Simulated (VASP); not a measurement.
Method: PBE GGA, VASP's PBE PAW potentials (set 64) (plane waves; VASP).

VASP input:

### INCAR
```
ALGO = Normal
EDIFF = 1E-8
ENCUT = 500
GGA = PE
ISMEAR = 0
LASPH = T
LCHARG = F
LREAL = F
LWAVE = T
NELM = 100
PREC = Normal
SIGMA = 0.01
SYSTEM = GaN
```

**KPOINTS**
```
Automatic mesh
0
Gamma
4 4 2
0 0 0
```

**POSCAR**
```
GaN
1.0
  1.5950000000  -2.7626210000   0.0000000000
  1.5950000000   2.7626210000   0.0000000000
  0.0000000000   0.0000000000   5.1900000000
Ga N
2 2
Cartesian
  1.5950000000  -0.9208755084   2.5950000000
  1.5950000000   0.9208755084   0.0000000000
  1.5950000000  -0.9208755084   4.5516300000
  1.5950000000   0.9208755084   1.9566300000
```

POTCAR, in this order: Ga_d_GW N_GW_new (PBE.64 set). Program: vasp_std.

Estimate the energy per atom (σ→0), pressure.

The energy per atom (σ→0) comes out as -6.058 eV/atom and the pressure is 4.56 GPa.

File OSZICAR:
```
...
DAV:  11    -0.242310815269E+02   -0.89504E-04   -0.36565E-04   522   0.336E-01    0.131E-02
DAV:  12    -0.242310853695E+02   -0.38425E-05   -0.34134E-05   526   0.140E-01    0.497E-03
DAV:  13    -0.242310849080E+02    0.46149E-06   -0.58033E-06   442   0.729E-02    0.369E-03
DAV:  14    -0.242310847743E+02    0.13364E-06   -0.24419E-06   612   0.206E-02    0.194E-03
DAV:  15    -0.242310847628E+02    0.11562E-07   -0.24374E-07   546   0.736E-03    0.533E-04
DAV:  16    -0.242310847956E+02   -0.32839E-07   -0.19047E-08   380   0.201E-03    0.113E-04
DAV:  17    -0.242310847923E+02    0.32496E-08   -0.23272E-09   260   0.110E-03
   1 F= -.24231085E+02 E0= -.24231085E+02  d E =-.535719E-37
```

The compound is GaN in the wurtzite structure. The cell was not relaxed at this level. The k-mesh is coarse (spacing up to 0.61 per Å, 2π included), so the numbers may not be converged in it.
